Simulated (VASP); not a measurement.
# A VASP study of Ta3Ti2 (PBE + D3): structure first, properties next, part 6 of 7

Wanted: the relaxed cell of Ta3Ti2 and its properties. The cell is invented: other elements were put on sites of a known structure type. It may not be a known or stable phase.

VASP 6.6.1; PBE with D3; plane waves and PAW (Ti_sv, Ta_pv); invented cell.

Still holding for the runs below: This run has no spin polarisation. Its electron count is odd, so without a moment it is a metal by construction.

So far. Step 7 (Density of states (PBE + D3)): The finer mesh and the other smearing move the Fermi level by -0.02 eV from the 10×10×3 run, a small shift, which tests the Fermi level alone. Of the states within 0.3 eV of the Fermi level, the largest shares in the PAW spheres are Ta d 32 % and Ti d 29 %. The rest lies in smaller channels or between the spheres. Step 8 (Volume scan with PBE + D3): The pressure here is 10.99 GPa.

## Step 9: Volume scan with PBE + D3 (run 2)

The input, INCAR:

```
SYSTEM = Ta3Ti2
PREC = Accurate
ENCUT = 400
EDIFF = 1E-06
NELM = 100
ISMEAR = 1
SIGMA = 0.2
LREAL = .FALSE.
ALGO = Normal
GGA = PE
IVDW = 11
NBANDS = 35
LORBIT = 11
LWAVE = .FALSE.
LCHARG = .FALSE.
KPAR = 2
ISIF = 2
```

The input, POSCAR:

```
Ta3Ti2
1.0
    2.7363774654      0.0000000000      0.0000000000
    0.0000000000      2.7363774654      0.0000000000
    0.0000000000      0.0000000000     11.4679485150
Ti Ta
2 3
Direct
    0.5000000000      0.0000000000      0.2113793862
    0.0000000000      0.5000000000      0.7886206138
    0.0000000000      0.5000000000      0.3964251217
    0.5000000000      0.0000000000      0.6035748783
    0.5000000000      0.5000000000      0.0000000000
```

The input, KPOINTS:

```
Automatic mesh
0
Gamma
10 10 3
0 0 0
```

PAW data sets: Ti_sv and Ta_pv (PBE family, release 64).

On the command line:

```sh
mpirun -np 2 vasp_std
```

Log:

```text
[... set-up lines as in an earlier step ...]
 entering main loop
       N       E                     dE             d eps       ncg     rms          rms(c)
DAV:   1     0.628578482625E+03    0.62858E+03   -0.26624E+04  2940   0.158E+03
DAV:   2     0.860732649321E+01   -0.61997E+03   -0.60990E+03  2955   0.512E+02
DAV:   3    -0.481490577744E+02   -0.56756E+02   -0.55321E+02  4735   0.129E+02
DAV:   4    -0.529154028435E+02   -0.47663E+01   -0.47216E+01  4032   0.312E+01
DAV:   5    -0.531400513333E+02   -0.22465E+00   -0.22431E+00  4393   0.638E+00    0.279E+01
DAV:   6    -0.540714513703E+02   -0.93140E+00   -0.62017E+01  4430   0.398E+01    0.182E+01
DAV:   7    -0.516867450073E+02    0.23847E+01   -0.83534E+01  4220   0.423E+01    0.133E+01
DAV:   8    -0.501992057292E+02    0.14875E+01   -0.13941E+01  3939   0.142E+01    0.574E+00
DAV:   9    -0.494550777673E+02    0.74413E+00   -0.51748E+00  4402   0.950E+00    0.175E+00
DAV:  10    -0.494363074556E+02    0.18770E-01   -0.74516E-01  4317   0.367E+00    0.138E+00
DAV:  11    -0.494385828872E+02   -0.22754E-02   -0.57487E-02  4071   0.158E+00    0.605E-01
DAV:  12    -0.494344733204E+02    0.41096E-02   -0.31460E-02  4378   0.998E-01    0.117E-01
DAV:  13    -0.494345737694E+02   -0.10045E-03   -0.28626E-03  3916   0.362E-01    0.737E-02
DAV:  14    -0.494344448776E+02    0.12889E-03   -0.70120E-04  4247   0.171E-01    0.241E-02
DAV:  15    -0.494344468940E+02   -0.20164E-05   -0.65247E-05  4146   0.527E-02    0.824E-03
DAV:  16    -0.494344464491E+02    0.44489E-06   -0.60110E-06  3497   0.204E-02
   1 F= -.52063976E+02 E0= -.52068454E+02  d E =0.134320E-01
```

Elapsed: 22 s, on 2 MPI ranks of Intel Xeon 6975P-C (Granite Rapids), shared host; peak memory 0.42 GiB; 42 s of CPU time.

From OUTCAR (step 9):

```text
   ENCUT  =  400.0 eV  29.40 Ry    5.42 a.u.   4.46  4.46 18.70*2*pi/ulx,y,z

   NELECT =      57.0000    total number of electrons

 E-fermi :   6.9509

 k-point     1 :       0.0000    0.0000    0.0000
  band No.  band energies     occupation
    ...
     24       4.6472      2.00000
     25       4.8175      2.00000
     26       5.7909      2.00000
     27       6.5473      2.01508
     28       6.8050      1.93927
     29       7.3560     -0.01471
     30       7.7052     -0.00000
     31       8.1980     -0.00000
     32       8.5243     -0.00000
     33       8.5251     -0.00000
    ...

 Edisp (eV)   -2.62953

  Total       3.68819     3.68819     3.82189     0.00000     0.00000     0.00000
  in kB      68.81544    68.81544    71.31002     0.00000     0.00000     0.00000
  external pressure =       69.65 kB  Pullay stress =        0.00 kB

 POSITION                                       TOTAL-FORCE (eV/Angst)
 -----------------------------------------------------------------------------------
      1.36819      0.00000      2.42409        -0.000000      0.000000     -0.122216
      0.00000      1.36819      9.04386         0.000000      0.000000      0.122216
      0.00000      1.36819      4.54618         0.000000      0.000000      0.000593
      1.36819      0.00000      6.92177         0.000000      0.000000     -0.000593
      1.36819      1.36819      0.00000         0.000000     -0.000000      0.000000
 -----------------------------------------------------------------------------------
    total drift:                                0.000000      0.000000      0.000000

  FREE ENERGIE OF THE ION-ELECTRON SYSTEM (eV)
  ---------------------------------------------------
  free  energy   TOTEN  =       -52.0639764667 eV

  energy  without entropy=      -52.0774085141  energy(sigma->0) =      -52.06845382

[... 4 parts as in an earlier step ...]

[... 12 further parts left out ...]
```

This step gave:

```
free energy (TOTEN)     : -52.0640 eV
energy at zero smearing : -52.0685 eV
Fermi energy            : 6.951 eV
pressure                : 6.965 GPa
```

Force by atom:

```
atom  x (eV/Å)  y (eV/Å)  z (eV/Å)   size
 Ti1     0.000     0.000    -0.122  0.122
 Ti2     0.000     0.000     0.122  0.122
 Ta3     0.000     0.000     0.001  0.001
 Ta4     0.000     0.000    -0.001  0.001
 Ta5     0.000     0.000     0.000  0.000
```

The pressure falls from 10.99 to 6.96 GPa.

The run ends at a pressure of 6.96 GPa, with forces up to 0.12 eV/Å.

## Step 10: Volume scan with PBE + D3 (run 3)

INCAR is that of step 9.

POSCAR: that of step 9 with these lines changed.

```diff
@@ -2,5 +2,5 @@
 1.0
-    2.7363774654      0.0000000000      0.0000000000
-    0.0000000000      2.7363774654      0.0000000000
-    0.0000000000      0.0000000000     11.4679485150
+    2.7552496305      0.0000000000      0.0000000000
+    0.0000000000      2.7552496305      0.0000000000
+    0.0000000000      0.0000000000     11.5470403144
 Ti Ta
```

KPOINTS is that of step 9.

On the command line:

```sh
mpirun -np 2 vasp_std
```

Log:

```text
[... set-up lines as in an earlier step ...]
 entering main loop
       N       E                     dE             d eps       ncg     rms          rms(c)
DAV:   1     0.623697356317E+03    0.62370E+03   -0.26600E+04  2948   0.156E+03
DAV:   2     0.810576362981E+01   -0.61559E+03   -0.60602E+03  2971   0.509E+02
DAV:   3    -0.483929280568E+02   -0.56499E+02   -0.55030E+02  4729   0.128E+02
DAV:   4    -0.531630363193E+02   -0.47701E+01   -0.47177E+01  4056   0.309E+01
[...]
DAV:  14    -0.495590208847E+02    0.11441E-03   -0.61212E-04  4338   0.153E-01    0.241E-02
DAV:  15    -0.495590232158E+02   -0.23311E-05   -0.54967E-05  4141   0.485E-02    0.767E-03
DAV:  16    -0.495590230775E+02    0.13825E-06   -0.54353E-06  3482   0.194E-02
   1 F= -.52126502E+02 E0= -.52131254E+02  d E =0.142582E-01
```

The job ended after 22 s (2 MPI ranks; peak memory 0.42 GiB).

OUTCAR, selected parts (step 10):

```text
 Edisp (eV)   -2.56748

  Total       1.79049     1.79049     1.84330     0.00000     0.00000     0.00000
  in kB      32.72570    32.72570    33.69093     0.00000     0.00000     0.00000
  external pressure =       33.05 kB  Pullay stress =        0.00 kB

 POSITION                                       TOTAL-FORCE (eV/Angst)
 -----------------------------------------------------------------------------------
      1.37762      0.00000      2.44081        -0.000000      0.000000     -0.062617
      0.00000      1.37762      9.10623        -0.000000      0.000000      0.062617
      0.00000      1.37762      4.57754        -0.000000      0.000000     -0.004038
      1.37762      0.00000      6.96950        -0.000000      0.000000      0.004038
      1.37762      1.37762      0.00000         0.000000      0.000000      0.000000
 -----------------------------------------------------------------------------------
    total drift:                                0.000000      0.000000      0.000000

  FREE ENERGIE OF THE ION-ELECTRON SYSTEM (eV)
  ---------------------------------------------------
  free  energy   TOTEN  =       -52.1265015904 eV

  energy  without entropy=      -52.1407598375  energy(sigma->0) =      -52.13125434

[... 1 part as in an earlier step ...]

[... 2 further parts left out ...]
[key lines of the parts left out:]
E-fermi :   6.7547
```

The pressure falls from 6.96 to 3.30 GPa.

The run ends at a pressure of 3.30 GPa, with forces up to 0.063 eV/Å.

## Step 11: Volume scan with PBE + D3 (run 4)

INCAR is that of step 10.

POSCAR: that of step 10 with these lines changed.

```diff
@@ -2,5 +2,5 @@
 1.0
-    2.7552496305      0.0000000000      0.0000000000
-    0.0000000000      2.7552496305      0.0000000000
-    0.0000000000      0.0000000000     11.5470403144
+    2.7738667468      0.0000000000      0.0000000000
+    0.0000000000      2.7738667468      0.0000000000
+    0.0000000000      0.0000000000     11.6250632238
 Ti Ta
```

KPOINTS is that of step 10.

On the command line:

```sh
mpirun -np 2 vasp_std
```

Log:

```text
[... set-up lines as in an earlier step ...]
 entering main loop
       N       E                     dE             d eps       ncg     rms          rms(c)
DAV:   1     0.623553119247E+03    0.62355E+03   -0.26678E+04  2948   0.156E+03
DAV:   2     0.829795620002E+01   -0.61526E+03   -0.60570E+03  2986   0.508E+02
DAV:   3    -0.484507264305E+02   -0.56749E+02   -0.55178E+02  4775   0.128E+02
DAV:   4    -0.533288922509E+02   -0.48782E+01   -0.48236E+01  4024   0.313E+01
[...]
DAV:  14    -0.496418419462E+02    0.12078E-03   -0.63777E-04  4303   0.149E-01    0.239E-02
DAV:  15    -0.496418445317E+02   -0.25855E-05   -0.57645E-05  4074   0.467E-02    0.808E-03
DAV:  16    -0.496418442978E+02    0.23397E-06   -0.56420E-06  3481   0.191E-02
   1 F= -.52149861E+02 E0= -.52154880E+02  d E =0.150567E-01
```

Run time: 22 s. Hardware: 2 MPI ranks; peak memory 0.43 GiB.

OUTCAR, selected parts (step 11):

```text
 Edisp (eV)   -2.50802

  Total      -0.00407    -0.00407    -0.02590     0.00000     0.00000     0.00000
  in kB      -0.07285    -0.07285    -0.46385     0.00000     0.00000     0.00000
  external pressure =       -0.20 kB  Pullay stress =        0.00 kB

 POSITION                                       TOTAL-FORCE (eV/Angst)
 -----------------------------------------------------------------------------------
      1.38693      0.00000      2.45730         0.000000      0.000000     -0.007450
      0.00000      1.38693      9.16776         0.000000     -0.000000      0.007450
      0.00000      1.38693      4.60847        -0.000000     -0.000000     -0.008765
      1.38693      0.00000      7.01660         0.000000     -0.000000      0.008765
      1.38693      1.38693      0.00000         0.000000     -0.000000      0.000000
 -----------------------------------------------------------------------------------
    total drift:                                0.000000      0.000000     -0.000000

  FREE ENERGIE OF THE ION-ELECTRON SYSTEM (eV)
  ---------------------------------------------------
  free  energy   TOTEN  =       -52.1498608104 eV

  energy  without entropy=      -52.1649175411  energy(sigma->0) =      -52.15487972

[... 2 parts as in an earlier step ...]

[... 1 further part left out ...]
[key lines of the parts left out:]
E-fermi :   6.5659
```

The pressure falls from 3.30 to -0.02 GPa.

The run ends at a pressure of -0.02 GPa, with forces up to 0.0088 eV/Å.

## Step 12: Volume scan with PBE + D3 (run 5)

INCAR is that of step 11.

POSCAR: that of step 11 with these lines changed.

```diff
@@ -2,5 +2,5 @@
 1.0
-    2.7738667468      0.0000000000      0.0000000000
-    0.0000000000      2.7738667468      0.0000000000
-    0.0000000000      0.0000000000     11.6250632238
+    2.7922372606      0.0000000000      0.0000000000
+    0.0000000000      2.7922372606      0.0000000000
+    0.0000000000      0.0000000000     11.7020526411
 Ti Ta
```

KPOINTS is that of step 11.

On the command line:

```sh
mpirun -np 2 vasp_std
```

Log:

```text
[... set-up lines as in an earlier step ...]
 entering main loop
       N       E                     dE             d eps       ncg     rms          rms(c)
DAV:   1     0.617644123859E+03    0.61764E+03   -0.26706E+04  2940   0.155E+03
DAV:   2     0.838815428256E+01   -0.60926E+03   -0.59990E+03  2997   0.505E+02
DAV:   3    -0.486338117613E+02   -0.57022E+02   -0.55545E+02  4792   0.127E+02
DAV:   5    -0.537254129020E+02   -0.22341E+00   -0.22299E+00  4469   0.641E+00    0.256E+01
[...]
DAV:  14    -0.496866052686E+02    0.11049E-03   -0.59708E-04  4242   0.134E-01    0.232E-02
DAV:  15    -0.496866078015E+02   -0.25330E-05   -0.51933E-05  4077   0.432E-02    0.765E-03
DAV:  16    -0.496866076138E+02    0.18766E-06   -0.51772E-06  3282   0.173E-02
   1 F= -.52137678E+02 E0= -.52142937E+02  d E =0.157782E-01
```

It took 23 s on 2 MPI ranks; peak memory 0.43 GiB; 44 s of CPU time.

OUTCAR, selected parts (step 12):

```text
 Edisp (eV)   -2.45107

  Total      -1.69881    -1.69881    -1.79224     0.00000     0.00000     0.00000
  in kB     -29.83249   -29.83249   -31.47314     0.00000     0.00000     0.00000
  external pressure =      -30.38 kB  Pullay stress =        0.00 kB

 POSITION                                       TOTAL-FORCE (eV/Angst)
 -----------------------------------------------------------------------------------
      1.39612      0.00000      2.47357        -0.000000      0.000000      0.043645
      0.00000      1.39612      9.22848        -0.000000     -0.000000     -0.043645
      0.00000      1.39612      4.63899         0.000000      0.000000     -0.014495
      1.39612      0.00000      7.06306        -0.000000     -0.000000      0.014495
      1.39612      1.39612      0.00000        -0.000000     -0.000000      0.000000
 -----------------------------------------------------------------------------------
    total drift:                                0.000000      0.000000     -0.000000

  FREE ENERGIE OF THE ION-ELECTRON SYSTEM (eV)
  ---------------------------------------------------
  free  energy   TOTEN  =       -52.1376780439 eV

  energy  without entropy=      -52.1534562344  energy(sigma->0) =      -52.14293744

[... 1 part as in an earlier step ...]

[... 2 further parts left out ...]
[key lines of the parts left out:]
E-fermi :   6.3840
```

The pressure falls from -0.02 to -3.04 GPa.

The run ends at a pressure of -3.04 GPa, with forces up to 0.044 eV/Å.

## Step 13: Volume scan with PBE + D3 (run 6)

INCAR is that of step 12.

POSCAR: that of step 12 with these lines changed.

```diff
@@ -2,5 +2,5 @@
 1.0
-    2.7922372606      0.0000000000      0.0000000000
-    0.0000000000      2.7922372606      0.0000000000
-    0.0000000000      0.0000000000     11.7020526411
+    2.8103691795      0.0000000000      0.0000000000
+    0.0000000000      2.8103691795      0.0000000000
+    0.0000000000      0.0000000000     11.7780421252
 Ti Ta
```

KPOINTS is that of step 12.

On the command line:

```sh
mpirun -np 2 vasp_std
```

Log:

```text
[... set-up lines as in an earlier step ...]
 entering main loop
       N       E                     dE             d eps       ncg     rms          rms(c)
DAV:   1     0.620209161039E+03    0.62021E+03   -0.26687E+04  2964   0.154E+03
DAV:   2     0.730935319600E+01   -0.61290E+03   -0.60365E+03  2985   0.507E+02
DAV:   3    -0.487790810734E+02   -0.56088E+02   -0.54652E+02  4825   0.126E+02
DAV:   4    -0.535981137769E+02   -0.48190E+01   -0.47788E+01  3960   0.309E+01
[...]
DAV:  14    -0.496964253889E+02    0.11302E-03   -0.65979E-04  4285   0.134E-01    0.225E-02
DAV:  15    -0.496964272366E+02   -0.18477E-05   -0.48160E-05  4029   0.409E-02    0.739E-03
DAV:  16    -0.496964273670E+02   -0.13036E-06   -0.46903E-06  2906   0.161E-02
   1 F= -.52092989E+02 E0= -.52098456E+02  d E =0.164005E-01
```

Run time: 22 s. Hardware: 2 MPI ranks; peak memory 0.42 GiB.

(Part 6 of 7 ends here.)

[Lines on the potential files, build, host, timing and source positions are cut from VASP's logs without a mark.]

[Logs are printed without paths, hosts, clocks, repeated set-up lines and the standing remarks that a program may print on its own settings, such as how far it seeks lower states.]

[Hosts, paths, dates, database ids (printed as entryN), source tags and the programs' standing remarks are cut or masked in the printed files.]

[A measured line is paired with the nearest computed mode of its activity, which favours agreement.]
